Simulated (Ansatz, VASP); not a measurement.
## Mg3SbAs: VASP beside Ansatz

One calculation is typed for both programs; each brings its own data sets. How far apart do they land? The cell is generated by rule, not measured, and may not be a known phase. The cell is taken from a series of runs on this material, whose earlier steps may have relaxed, scaled, displaced or heated it; both programs get it as it stands.

Method: plane waves, with VASP 6.6.1 beside it; relaxation of cell and atoms at PBEsol, in Ansatz 0.2.0.

The structure was built from a prototype and need not be the compound's stable phase.

### 1. The starting structure

The structure is trigonal, space group P3m1 (No. 156). The conventional cell has a = 4.414 Å, b = 4.414 Å, c = 6.932 Å, α = 90.00°, β = 90.00°, γ = 120.00°. Mg has 3 As at 2.67 Å and 1 Sb at 3.00 Å nearest. Nearest to Mg lie 1 As at 2.69 Å and 3 Sb at 2.77 Å. Nearest to Mg lie 3 As at 2.99 Å and 3 Sb at 3.00 Å. Sb has 7 Mg at 2.77 to 3.00 Å nearest. Nearest to As lie 7 Mg at 2.67 to 2.99 Å. Farther neighbours are not listed.

### 2. VASP: relaxation of cell and atoms, PBEsol, pair 1

The relaxed volume is the usual yardstick between codes: in a stiff, nearly cubic crystal its relative difference is about their pressure difference at one cell divided by the bulk modulus.

Lines of VASP's logs that name or quote its potential files are left out, and so is its time.

Input file INCAR:

```
SYSTEM = Mg3SbAs
PREC = Accurate
ENCUT = 600
EDIFF = 1E-07
NELM = 120
ISMEAR = 0
SIGMA = 0.02
LREAL = .FALSE.
ALGO = Normal
GGA = PS
NBANDS = 14
LORBIT = 11
LWAVE = .FALSE.
LCHARG = .FALSE.
ISIF = 3
IBRION = 2
NSW = 80
EDIFFG = -0.005
LASPH = .TRUE.
GGA_COMPAT = .FALSE.
NELMIN = 4
EFERMI = MIDGAP
KPAR = 2
```

Input file POSCAR:

```
Mg3SbAs
1.0
    4.4140740000     -0.0000030000      0.0000000000
   -2.2070350000      3.8227020000      0.0000000000
    0.0000000000      0.0000000000      6.9318190000
Mg Sb As
3 1 1
Direct
    0.3333334844      0.6666666667      0.6514399756
    0.6666667422      0.3333333333      0.3759548540
    0.0000000000      0.0000000000      0.9902379159
    0.3333334844      0.6666666667      0.2181610628
    0.6666667422      0.3333333333      0.7642060475
```

Input file KPOINTS:

```
Automatic mesh
0
Gamma
9 9 4
0 0 0
```

PAW data sets: Mg, Sb and As (PBE family, release 64).

Launch:

```console
$ mpirun -np 2 vasp_std
```

Numbers of over 12 decimals in the logs are rounded to 6 here.

Output:

```text
[banner, memory and clock lines left out]
running    2 mpi-ranks, on    1 nodes
 distrk:  each k-point on    1 cores,    2 groups
 distr:  one band on    1 cores,    1 groups

 POSCAR found type information on POSCAR MgSbAs
 POSCAR found :  3 types and       5 ions
|                                                                             |
|               ----> ADVICE to this user running VASP <----                  |
|                                                                             |
|     You enforced a specific xc type in the INCAR file but a different       |
|     [... a line on the potential file left out ...]
|     I HOPE YOU KNOW WHAT YOU ARE DOING!                                     |
|                                                                             |

 LDA part: xc-table for (Slater+PW92), standard interpolation
 POSCAR, INCAR and KPOINTS ok, starting setup
 FFT: planning ... GRIDC
 FFT: planning ... GRID_SOFT
 FFT: planning ... GRID
 WAVECAR not read
 entering main loop
       N       E                     dE             d eps       ncg     rms          rms(c)
DAV:   1     0.495481254031E+02    0.49548E+02   -0.58415E+03  1204   0.988E+02
DAV:   2    -0.135050132291E+02   -0.63053E+02   -0.56722E+02  1528   0.133E+02
DAV:   3    -0.179473812013E+02   -0.44424E+01   -0.43952E+01  1594   0.374E+01
DAV:   4    -0.180097287481E+02   -0.62348E-01   -0.62334E-01  1432   0.513E+00
DAV:   5    -0.180105084507E+02   -0.77970E-03   -0.77966E-03  1612   0.640E-01    0.435E+00
DAV:   6    -0.173229175979E+02    0.68759E+00   -0.88445E-01  1432   0.416E+00    0.257E+00
DAV:   7    -0.171993830160E+02    0.12353E+00   -0.44095E-01  1534   0.296E+00    0.105E+00
DAV:   8    -0.171927735928E+02    0.66094E-02   -0.22073E-02  1570   0.921E-01    0.114E-01
DAV:   9    -0.171925595258E+02    0.21407E-03   -0.42682E-03  1468   0.427E-01    0.104E-01
DAV:  10    -0.171925273199E+02    0.32206E-04   -0.35056E-04  1570   0.101E-01    0.617E-02
DAV:  11    -0.171925343797E+02   -0.70598E-05   -0.54333E-05  1402   0.356E-02    0.194E-02
DAV:  12    -0.171925321375E+02    0.22422E-05   -0.29858E-05  1552   0.287E-02    0.109E-02
DAV:  13    -0.171925308013E+02    0.13362E-05   -0.48920E-06  1492   0.155E-02    0.425E-03
DAV:  14    -0.171925307429E+02    0.58371E-07   -0.18724E-06  1568   0.673E-03    0.224E-03
DAV:  15    -0.171925307916E+02   -0.48677E-07   -0.88269E-08   878   0.208E-03
   1 F= -.17192531E+02 E0= -.17192531E+02  d E =-.171925E+02
[...]
2 F= -.17192665E+02 E0= -.17192665E+02  d E =-.134264E-03
[...]
3 F= -.17192676E+02 E0= -.17192676E+02  d E =-.144945E-03
[...]
4 F= -.17192730E+02 E0= -.17192730E+02  d E =-.539186E-04
 trial-energy change:   -0.000054  1 .order   -0.000054   -0.000075   -0.000033
 step:   1.9505(harm=  1.9505)  dis= 0.00184  next Energy=   -17.192743 (dE=-0.671E-04)
 bond charge predicted
       N       E                     dE             d eps       ncg     rms          rms(c)
DAV:   1    -0.171927507233E+02   -0.21067E-04   -0.77140E-04  1414   0.159E-01    0.125E-02
DAV:   2    -0.171927440657E+02    0.66576E-05   -0.36239E-05  1546   0.342E-02    0.662E-03
DAV:   3    -0.171927418299E+02    0.22358E-05   -0.75468E-06  1528   0.134E-02    0.196E-03
DAV:   4    -0.171927418489E+02   -0.19084E-07   -0.47422E-07  1384   0.411E-03
   5 F= -.17192742E+02 E0= -.17192742E+02  d E =-.661119E-04
 curvature:  -1.36 expect dE=-0.612E-05 dE for cont linesearch -0.182E-07
 trial: gam= 0.02060 g(F)=  0.123E-05 g(S)=  0.329E-05 ort =-0.113E-05 (trialstep = 0.126E+01)
 search vector abs. value=  0.451E-05
 reached required accuracy - stopping structural energy minimisation
```

Parts of OUTCAR (step 2):

```text
ion  position               nearest neighbor table
   1  0.333  0.667  0.651-   5 2.67   5 2.67   5 2.67   4 3.00   2 3.18   2 3.18   2 3.18   3 3.47
                             3 3.47   3 3.47
   2  0.667  0.333  0.376-   5 2.69   4 2.77   4 2.77   4 2.77   1 3.18   1 3.18   1 3.18
   3  0.000  0.000  0.990-   5 2.99   5 2.99   5 2.99   4 3.00   4 3.00   4 3.00   1 3.47   1 3.47
                             1 3.47
   4  0.333  0.667  0.218-   2 2.77   2 2.77   2 2.77   3 3.00   3 3.00   3 3.00   1 3.00
   5  0.667  0.333  0.764-   1 2.67   1 2.67   1 2.67   2 2.69   3 2.99   3 2.99   3 2.99

  LATTYP: Found a hexagonal cell.
 ALAT       =     4.4140740000
 C/A-ratio  =     1.5703903016

 Subroutine GETGRP returns: Found  6 space group operations
 (whereof  6 operations were pure point group operations)

The static configuration has the point symmetry C_3v.

 Found     43 irreducible k-points:

   k-points           NKPTS =     43   k-points in BZ     NKDIM =     43   number of bands    NBANDS=     14

   dimension x,y,z NGX =    36 NGY =   36 NGZ =   56
   dimension x,y,z NGXF=    72 NGYF=   72 NGZF=  112

   ENCUT  =  600.0 eV  44.10 Ry    6.64 a.u.   8.82  8.82 13.84*2*pi/ulx,y,z

   NELECT =      16.0000    total number of electrons

 k-points in reciprocal lattice and weights: Automatic mesh
   0.00000000  0.00000000  0.00000000       0.003
   0.11111111  0.00000000  0.00000000       0.019
   0.22222222  0.00000000  0.00000000       0.019
   0.33333333  0.00000000  0.00000000       0.019
   0.44444444  0.00000000  0.00000000       0.019
   0.11111111  0.11111111  0.00000000       0.019
   0.22222222  0.11111111  0.00000000       0.037
   0.33333333  0.11111111  0.00000000       0.037
   0.44444444  0.11111111  0.00000000       0.019
[...]
0.33333333  0.22222222  0.50000000       0.037
   0.33333333  0.33333333  0.50000000       0.006

 average (electrostatic) potential at core
       1 -37.6674       2 -37.3785       3 -38.1842       4 -87.3408       5 -49.6561

 E-fermi :   4.2616

 k-point     1 :       0.0000    0.0000    0.0000
  band No.  band energies     occupation
    ...
      4       2.6889      2.00000
      5       2.6889      2.00000
      6       3.8052      2.00000
      7       3.8052      2.00000
      8       4.0369      2.00000
      9       4.4862      0.00000
     10       6.0109      0.00000
     11       7.4568      0.00000
     12       7.4568      0.00000
     13       8.3491      0.00000
    ...

 k-point     2 :       0.1111    0.0000    0.0000
  band No.  band energies     occupation
    ...
      4       1.9414      2.00000
      5       2.5021      2.00000
      6       2.9883      2.00000
      7       3.7532      2.00000
      8       3.9268      2.00000
      9       5.2298      0.00000
     10       6.5685      0.00000
     11       7.1150      0.00000
     12       7.6807      0.00000
     13       8.1418      0.00000
    ...

 k-point     3 :       0.2222    0.0000    0.0000
  band No.  band energies     occupation
    ...
      4       0.7996      2.00000
      5       1.8156      2.00000
      6       2.1358      2.00000
      7       3.5287      2.00000
      8       3.5651      2.00000
      9       5.5368      0.00000
     10       6.4281      0.00000
     11       7.2387      0.00000
     12       7.8375      0.00000
     13       7.8851      0.00000
    ...

  Total        0.0043665      0.0043665     -0.0173983     -0.0000000      0.0000000     -0.0000000
  in kB        0.0597424      0.0597424     -0.2380421     -0.0000000      0.0000000     -0.0000000
  external PRESSURE =      -0.0395191 kB  Pullay stress =       0.0000000 kB

  energy-cutoff  :      600.00
  volume of cell :      117.10
      direct lattice vectors                 reciprocal lattice vectors
     4.413435268 -0.000002999 -0.000000000     0.226580958  0.130816398  0.000000000
    -2.206715634  3.822148841  0.000000000     0.000000178  0.261633033  0.000000000
    -0.000000000 -0.000000000  6.941910366     0.000000000 -0.000000000  0.144052566

 POSITION                                       TOTAL-FORCE (eV/Angst)
 -----------------------------------------------------------------------------------
      0.00000      2.54810      4.52372         0.000000      0.000000     -0.002028
      2.20672      1.27405      2.61297        -0.000000      0.000000      0.003152
     -2.20672      3.82215      6.87394        -0.000000      0.000000      0.002188
      0.00000      2.54810      1.50863         0.000000     -0.000000     -0.000906
      2.20672      1.27405      5.30647         0.000000      0.000000     -0.002406
 -----------------------------------------------------------------------------------
    total drift:                               -0.000173     -0.000000      0.000053

  FREE ENERGIE OF THE ION-ELECTRON SYSTEM (eV)
  ---------------------------------------------------
  free  energy   TOTEN  =       -17.1927418489 eV

  energy  without entropy=      -17.1927418489  energy(sigma->0) =      -17.19274185

 reached required accuracy - stopping structural energy minimisation

 total charge
# of ion       s       p       d       tot
------------------------------------------
    1        0.176   0.134   0.027   0.337
    2        0.187   0.147   0.027   0.361
    3        0.148   0.105   0.022   0.275
    4        1.121   1.455   0.013   2.588
    5        1.213   1.604   0.011   2.828
--------------------------------------------------
tot          2.844   3.445   0.100   6.390

[... 3 further parts left out ...]
```

The gap is read on the k-mesh alone, so it is an upper bound where the band edges lie off the mesh. The PAW data sets were made with PBE, which is usual practice but a small mismatch for other functionals. The run keeps the 6 symmetry operations of its start, so it cannot find a distortion of lower symmetry.

### 3. Ansatz: relaxation of cell and atoms, PBEsol, pair 1

Ansatz runs on norm-conserving files, of PseudoDojo where its log says so.

The same cell, functional, mesh and smearing now go to Ansatz, which takes its cutoff from its data sets.

Input file input.yaml:

```yaml
crystal:
  lattice:
    - [4.414074044, -2.8374e-06, 0.0]
    - [-2.2070345648, 3.822701675, 0.0]
    - [0.0, 0.0, 6.9318185287]
  atoms:
    - { symbol: Mg, position: [0.3333333333, 0.6666666667, 0.65143998] }
    - { symbol: Mg, position: [0.6666666667, 0.3333333333, 0.3759548428] }
    - { symbol: Mg, position: [0.0, 0.0, -0.0097620143] }
    - { symbol: Sb, position: [0.3333333333, 0.6666666667, 0.218161076] }
    - { symbol: As, position: [0.6666666667, 0.3333333333, 0.7642061155] }
kpoints:
  mp_grid: { grid: [9, 9, 4] }
hamiltonian:
  xc: pbesol
  pseudopotentials: { kind: nc }
scf:
  occupations: { method: gaussian, width: 0.02 }
output:
  forces: true
  stress: true
  eigenvalues: true
  write_density: true
  write_potential: true
  elf: true
  volumetric_format: npy
relax:
  adjacent_minimum: "off"
  f_tol: 0.005
  max_steps: 80
  cell: { stress_tol: 0.05 }
```

Launch:

```console
$ ansatz run input.yaml --threads 8 --pin off --max-ram 14336MiB --backend cpu --events-out ev --progress --plain --runs-dir out
```

Output:

```text
Engine: ansatz 0.2.0, aarch64-unknown-linux-gnu
Pseudopotentials: kind: nc
Pseudopotential: Mg, nc, valence charge 10, recommended cutoff 1142.878222 eV (normal), Mg.nc.azcp (PseudoDojo's, or run here from an input of PseudoDojo's: the run reads no file of this project's for it)
Pseudopotential: Sb, nc, valence charge 15, recommended cutoff 1088.45545 eV (normal), Sb.nc.azcp (PseudoDojo's, or run here from an input of PseudoDojo's: the run reads no file of this project's for it)
Pseudopotential: As, nc, valence charge 15, recommended cutoff 1142.878222 eV (normal), As.nc.azcp (PseudoDojo's, or run here from an input of PseudoDojo's: the run reads no file of this project's for it)
Functional definition: PBEsol
  exchange = pbesol_x
  correlation = pbesol_c
Crystal: 5 atoms, lattice volume = 116.965 Å³
Basis set: ecut = 1142.878222 eV, 10251 PW (Γ), exchange–correlation on 100×100×160 points (8 copies of the dense FFT grid, shifted against one another)
Bands: 36, of which v1, the nominal top of the filled ones, is band 30 counted from 1 (29 counted from 0)
Symmetry: 6 space group operations
Space group: P3m1 (ITA 156), of the structure as read, at distance tolerance 4.9e-5 Å
k-points: 43 of 324 (time reversal used)
Non-local potential: Mg, projectors of the file, l = 0: 2, l = 1: 2
Non-local potential: Sb, projectors of the file, l = 0: 2, l = 1: 2, l = 2: 2, l = 3: 2
Non-local potential: As, projectors of the file, l = 0: 2, l = 1: 2, l = 2: 2
Initial density: superposition of atomic densities (chi_scale 0.1, normalization cell, long waves kept (reshape's long-wave potential 0.05 eV rms))
Initial wavefunctions: pseudopotential atomic-orbital guess
Functional: x = pbesol(κ = 0.804, μ = 0.123457), c = pbesol(β = 0.046)
SCF iter   1: F=—  HF=-10196.719939 eV  |F-HF|=—  |Δ(HF+E_count)|=         —  Δρ=4.44e-2  dr2=1.90e0  ethr=3.10e-3  ⟨swp⟩=7.7  Hψ=6700  notcnv=0
preconditioner: auto → Resta (q_TF=auto, 2.441 Å⁻¹)  ε∞=4.3  [insulator: Δε(μ)=0.384 eV  Ē_g=7.613 eV  σ=0.020 eV  W_gap=1.00  n_scr=22 (ndim 8)  ℏωp=13.7 eV  f_vac=0.002  D(μ)=0.00/eV (n_scr^D=0)  ε∞_Penn≈4.3]
SCF iter   2: F=—  HF=-10196.165238 eV  |F-HF|=—  |Δ(HF+E_count)|=   5.55e-1  Δρ=2.03e-2  dr2=3.76e-1  ethr=3.10e-3  ⟨swp⟩=3.0  Hψ=2341  notcnv=0  defer=67
SCF iter   3: F=—  HF=-10196.078392 eV  |F-HF|=—  |Δ(HF+E_count)|=   8.68e-2  Δρ=5.47e-3  dr2=2.71e-2  ethr=6.27e-4  ⟨swp⟩=3.5  Hψ=3060  notcnv=0  defer=67
SCF iter   4: F=—  HF=-10196.077928 eV  |F-HF|=—  |Δ(HF+E_count)|=   4.64e-4  Δρ=1.51e-3  dr2=2.04e-3  ethr=4.51e-5  ⟨swp⟩=2.9  Hψ=2250  notcnv=0  defer=67
SCF iter   5: F=—  HF=-10196.077639 eV  |F-HF|=—  |Δ(HF+E_count)|=   2.89e-4  Δρ=4.59e-4  dr2=1.86e-4  ethr=3.40e-6  ⟨swp⟩=2.0  Hψ=2039  notcnv=0  defer=67
SCF iter   6: F=—  HF=-10196.077690 eV  |F-HF|=—  |Δ(HF+E_count)|=   5.17e-5  Δρ=1.98e-4  dr2=3.63e-5  ethr=3.10e-7  ⟨swp⟩=2.0  Hψ=2191  notcnv=0  defer=67
SCF iter   7: F=—  HF=-10196.077463 eV  |F-HF|=—  |Δ(HF+E_count)|=   2.27e-4  Δρ=5.75e-5  dr2=2.69e-6  ethr=6.06e-8  ⟨swp⟩=2.0  Hψ=2094  notcnv=0  defer=67
SCF iter   8: F=—  HF=-10196.077464 eV  |F-HF|=—  |Δ(HF+E_count)|=   9.14e-7  Δρ=2.15e-5  dr2=2.55e-7  ethr=4.48e-9  ⟨swp⟩=2.0  Hψ=2255  notcnv=0  defer=67
SCF iter   9: F=-10196.077464 eV  HF=-10196.077464 eV  |F-HF|=8.32e-9  |Δ(HF+E_count)|=   9.25e-8  Δρ=4.78e-6  dr2=1.44e-8  ethr=1.67e-10  ⟨swp⟩=17.0  Hψ=11350  notcnv=0
SCF 1 converged in 9 iterations: F = -10196.077464 eV  dr2 = 1.44e-8
relax step   1: F+E_penalty+E_count = -10196.07746411 eV  Δ(F+E_penalty+E_count) = +0.000e0 eV  max|allowed force component| = 2.097e-2 eV/Å  Δτ_max = 0.0000 Å  P = +0.012 GPa  Ω = 116.965 Å³  (9 SCF iters, dr2 threshold 1.00e-7 eV, accepted)
[...]
relax step   2: F+E_penalty+E_count = -10196.07751973 eV  Δ(F+E_penalty+E_count) = -5.562e-5 eV  max|allowed force component| = 1.222e-2 eV/Å  Δτ_max = 0.0055 Å  P = -0.011 GPa  Ω = 116.989 Å³  energy of the carried Pulay correction = -3.351e-6 eV  (5 SCF iters, dr2 threshold 2.75e-8 eV, accepted)
[...]
relax step   3: F+E_penalty+E_count = -10196.07754302 eV  Δ(F+E_penalty+E_count) = -2.329e-5 eV  max|allowed force component| = 2.004e-3 eV/Å  Δτ_max = 0.0021 Å  P = -0.001 GPa  Ω = 116.993 Å³  energy of the carried Pulay correction = -3.833e-6 eV  (5 SCF iters, dr2 threshold 9.33e-9 eV, accepted)
[...]
relax step   4: F+E_penalty+E_count = -10196.07754453 eV  Δ(F+E_penalty+E_count) = -1.503e-6 eV  max|allowed force component| = 2.014e-3 eV/Å  Δτ_max = 0.0000 Å  P = -0.001 GPa  Ω = 116.993 Å³  stress off target by 5.70e-3 GPa  SCF on the basis re-selected at this cell (its energy is not comparable with the rows above)  (4 SCF iters)
basis re-selected at this cell: Δ(F+E_penalty+E_count) = -1.503e-6 eV, ΔP = +0.000 GPa vs the last step (what re-selecting the basis moved, of the pressure what is left beyond the Pulay correction that the steps carried, after the strain that the cell walked since its last selection, with what the two solves' SCF thresholds leave and, on support functions, any second-order correction that the steps lacked; it is no m [...]
SCF converged after 4 iterations
Free energy (F): -10196.077545 eV
Harris-Foulkes:  -10196.077545 eV  (|F-HF|=9.09e-12)
Internal energy: -10196.077545 eV  (E = F + TS)
E sigma→0 (E₀):  -10196.077545 eV
Fermi energy:    7.865144 eV
--- Per-component energies (eV) ---
  E_band       = -1469.768023
  E_kinetic    = 6283.268225
  E_local      = -8511.487578  (includes V_loc(G=0)·N_el)
  E_nonlocal   = -4193.740494
  E_hartree    = 3298.387779
  E_xc         = -1888.637239
  E_vxc        = -1644.583555  (∫ρ·V_xc dr)
  E_ewald      = -5183.868237
  E_smearing   = -0.000000  (= −TS)
  E_closure    = -0.000000  (closes the sum)
  Σ components = -10196.077545   (vs F -10196.077545, Δ=0.00e0)
--- Forces (eV/Å), atoms counted from 1 ---
  atom   1  Mg    -0.00000000    -0.00000000     0.00197407
  atom   2  Mg     0.00000000     0.00000000     0.00022492
  atom   3  Mg     0.00000000     0.00000000     0.00048994
  atom   4  Sb     0.00000000     0.00000000    -0.00075518
  atom   5  As    -0.00000000    -0.00000000    -0.00203401
  max |Σ_I F_I| component: 1.00e-4 eV/Å
--- Stress (GPa, compression-positive) ---
        0.001403      -0.000000       0.000000
       -0.000000       0.001403      -0.000000
        0.000000      -0.000000      -0.005702
  P = ⅓ Tr σ = -0.0010 GPa (-0.010 kbar)
--- Band table (eV; the first three rows and the last of 43) ---
  k-point 0: bands = [... 26 lower, 6.3017, 7.4001, 7.4001, 7.6389, 8.0914, 9.5961, 11.0762, 11.0762, ... 2 higher]
  k-point 1: bands = [... 26 lower, 6.3536, 6.3536, 7.3406, 7.3406, 8.8281, 9.9796, 10.8607, 10.8607, ... 2 higher]
  k-point 2: bands = [... 26 lower, 6.4137, 6.4137, 7.2713, 7.2713, 9.1417, 10.0925, 10.7502, 10.7502, ... 2 higher]
  k-point 42: bands = [... 26 lower, 3.5610, 4.2209, 6.5575, 6.8212, 9.6802, 9.7660, 10.4128, 10.7525, ... 2 higher]
--- Relaxed structure (3 steps of the walk, 3 accepted, 1 SCFs on fresh bases) ---
  F+E_penalty+E_count = -10196.07754453 eV   max|allowed force component| = 2.014e-3 eV/Å   (the final SCF, on the basis selected at the relaxed cell)
  cell:  # Å, volume = 116.9926 Å³
    - [4.412236, -2.8361835191837664e-6, 0]
    - [-2.206115, 3.821110, 0]
    - [0, 0, 6.939213]
  atoms:
    - { symbol: Mg, position: [0.333333, 0.666667, 0.651479] }
    - { symbol: Mg, position: [0.666667, 0.333333, 0.376110] }
    - { symbol: Mg, position: [0, 0, -0.00942656] }
    - { symbol: Sb, position: [0.333333, 0.666667, 0.217665] }
    - { symbol: As, position: [0.666667, 0.333333, 0.764172] }
```

### 4. Side by side

Known differences besides the potentials themselves: the data sets hold 60 valence electrons in Ansatz (on norm-conserving files, of PseudoDojo where its log says so) and 16 in VASP; the cutoff is 1142.88 eV in Ansatz and 600 eV in VASP; Ansatz adds a Pulay correction to the stress that steers its cell, VASP none. Total energies have different zeros and are not compared.

Compared:

```
                                         quantity  Ansatz    VASP  difference
                                      volume (Å³)  116.99  117.10     -0.09 %
edge a after relaxation, in the typed setting (Å)   4.412   4.413     -0.03 %
edge c after relaxation, in the typed setting (Å)   6.939   6.942     -0.04 %
```

(Continued in part 2 of 2.)

[Lines on the potential files, build, host, timing and source positions are cut from VASP's logs without a mark.]

[Logs are printed without paths, hosts, clocks, repeated set-up lines and the standing remarks that a program may print on its own settings, such as how far it seeks lower states.]

[Hosts, paths, dates, database ids (printed as entryN), source tags and the programs' standing remarks are cut or masked in the printed files.]
